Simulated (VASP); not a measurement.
An input for Ansatz (written as the equivalent of a VASP run, and not itself run):

Ansatz 0.2 input:
```yaml
crystal:
  lattice:
    - [2.5061430, 1.4469220, 4.4962840]
    - [-2.5061430, 1.4469220, 4.4962840]
    - [0.0000000, -2.8938440, 4.4962840]
  atoms:
    - { symbol: Li, position: [0.7167800, 0.7167800, 0.7167800] }
    - { symbol: Li, position: [0.2167800, 0.2167800, 0.2167800] }
    - { symbol: Ta, position: [0.0005430, 0.0005430, 0.0005430] }
    - { symbol: Ta, position: [0.5005430, 0.5005430, 0.5005430] }
    - { symbol: O, position: [0.7755300, 0.3856900, 0.1332700] }
    - { symbol: O, position: [0.1332700, 0.7755300, 0.3856900] }
    - { symbol: O, position: [0.3856900, 0.1332700, 0.7755300] }
    - { symbol: O, position: [0.6332700, 0.8856900, 0.2755300] }
    - { symbol: O, position: [0.8856900, 0.2755300, 0.6332700] }
    - { symbol: O, position: [0.2755300, 0.6332700, 0.8856900] }
kpoints:
  mp_grid: { grid: [4, 4, 4] }
hamiltonian:
  xc: pbesol
  pseudopotentials: { kind: paw }
scf:
  occupations: { method: methfessel_paxton, width: 0.3 }
  max_iter: 100
output: { forces: true, stress: true, eigenvalues: true }
```

Problem. Write the VASP files for the same calculation (PBEsol).

Solution. Several could match; the one computed here: 
**INCAR**
```
PREC=Accurate
GGA=PS
LREAL=.FALSE.   ! projection in real space or not
LCHARG=.FALSE.
ALGO=Normal   ! blocked Davidson
NELM=100   ! most electronic steps
ISMEAR=1   ! Methfessel-Paxton
ENCUT=400   ! plane-wave cut-off (eV)
SIGMA=0.3   ! width (eV)
ISIF=2   ! forces and stress, cell fixed
SYSTEM=LiTaO3
EDIFF=1E-6   ! SCF stop (eV)
LMAXMIX=6   ! l cut-off of mixed one-centre charges
LWAVE=.FALSE.
LASPH=.TRUE.   ! aspherical one-centre terms
```

**KPOINTS**
```
Automatic
0
gamma
4 4 4
0 0 0
```

### POSCAR
```
LiTaO3
1
    2.5061430000     1.4469220000     4.4962840000
   -2.5061430000     1.4469220000     4.4962840000
    0.0000000000    -2.8938440000     4.4962840000
Li Ta O
2 2 6
Direct
  0.7167800000   0.7167800000   0.7167800000
  0.2167800000   0.2167800000   0.2167800000
  0.0005430000   0.0005430000   0.0005430000
  0.5005430000   0.5005430000   0.5005430000
  0.7755300000   0.3856900000   0.1332700000
  0.1332700000   0.7755300000   0.3856900000
  0.3856900000   0.1332700000   0.7755300000
  0.6332700000   0.8856900000   0.2755300000
  0.8856900000   0.2755300000   0.6332700000
  0.2755300000   0.6332700000   0.8856900000
```

POTCAR, in this order: Li_sv Ta_pv O (PBE.64 set). Program: vasp_std.

What does not carry over: each code has its own PAW files, so the cut-off isn't converted (ENCUT is set for VASP's; basis.ecutwfc is left out, and Ansatz then takes the one that its files recommend); Ansatz stops its SCF on the density residual and VASP on the energy change (EDIFF).

The structure comes from a computed database's LiTaO3 entry; how it stands against other phases isn't given here. The cell was not relaxed at this level. The run is one of a series of settings (ISMEAR = 1, SIGMA = 0.3 against the base run), some of them coarse on purpose.
